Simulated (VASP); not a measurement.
Consider the following.

```
CELL_PARAMETERS angstrom
      3.66050     0.00000     0.00000
      0.00000     3.66050     0.00000
      0.00000     0.00000     3.66050
ATOMIC_POSITIONS crystal
  Fe 0.00000 0.50000 0.50000
  Fe 0.50000 0.00000 0.50000
  Fe 0.50000 0.50000 0.00000
  Ge 0.00000 0.00000 0.00000
```

These are r2SCAN meta-GGA, VASP's PBE PAW potentials (set 64) (plane waves; VASP) values and carry that method's errors. Run with 400 eV cut-off, 11×11×11 Γ-centred mesh, tetrahedra with Blöchl corrections, potentials Fe Ge_d.

The run has a spin-polarised start.

**Question.** Give the spin-up energies of bands 13 to 26 at the high-symmetry points, in eV from the Fermi level.

**Answer.** 
```json
[
 {"band": "13", "Γ": "-3.03", "X": "-3.51", "M": "-3.99", "R": "-3.60"},
 {"band": "14", "Γ": "-3.03", "X": "-3.35", "M": "-3.22", "R": "-3.60"},
 {"band": "15", "Γ": "-3.03", "X": "-3.29", "M": "-3.22", "R": "-3.60"},
 {"band": "16", "Γ": "-2.34", "X": "-3.29", "M": "-3.08", "R": "-3.08"},
 {"band": "17", "Γ": "-2.34", "X": "-2.97", "M": "-3.08", "R": "-3.08"},
 {"band": "18", "Γ": "-1.73", "X": "-2.67", "M": "-2.98", "R": "-3.08"},
 {"band": "19", "Γ": "-1.26", "X": "-2.67", "M": "-2.77", "R": "-2.82"},
 {"band": "20", "Γ": "-1.26", "X": "-2.65", "M": "-2.46", "R": "-2.82"},
 {"band": "21", "Γ": "-1.26", "X": "-2.23", "M": "-2.29", "R": "-1.50"},
 {"band": "22", "Γ": "-1.17", "X": "-1.17", "M": "-2.19", "R": "-1.50"},
 {"band": "23", "Γ": "-1.17", "X": "2.82", "M": "-0.51", "R": "-1.50"},
 {"band": "24", "Γ": "-1.17", "X": "2.82", "M": "-0.51", "R": "-0.77"},
 {"band": "25", "Γ": "2.95", "X": "4.04", "M": "4.78", "R": "-0.67"},
 {"band": "26", "Γ": "6.36", "X": "5.38", "M": "5.76", "R": "3.79"}
]
```

**Question.** Give the spin-down energies of bands 13 to 26 at the high-symmetry points, in eV from the Fermi level.

**Answer.** 
```csv
band,Γ,X,M,R
13,-1.49,-0.99,-1.33,-1.09
14,-1.49,-0.99,-0.75,-0.56
15,-1.49,-0.15,-0.75,-0.56
16,0.95,0.42,0.36,-0.56
17,0.95,0.64,0.90,1.35
18,0.95,0.64,0.98,1.35
19,1.99,0.90,0.98,1.35
20,2.15,1.29,1.09,1.52
21,2.15,2.16,1.38,1.52
22,2.15,2.45,1.64,1.96
23,2.38,4.50,2.87,1.96
24,2.38,4.67,2.87,1.96
25,4.94,4.67,6.07,2.77
26,8.18,6.13,6.61,5.90
```

It has no gap at this level: it comes out as a metal or semimetal.

The structure comes from a computed database's Fe3Ge entry (Pm-3m); how it stands against other phases isn't given here. The cell was not relaxed at this level.
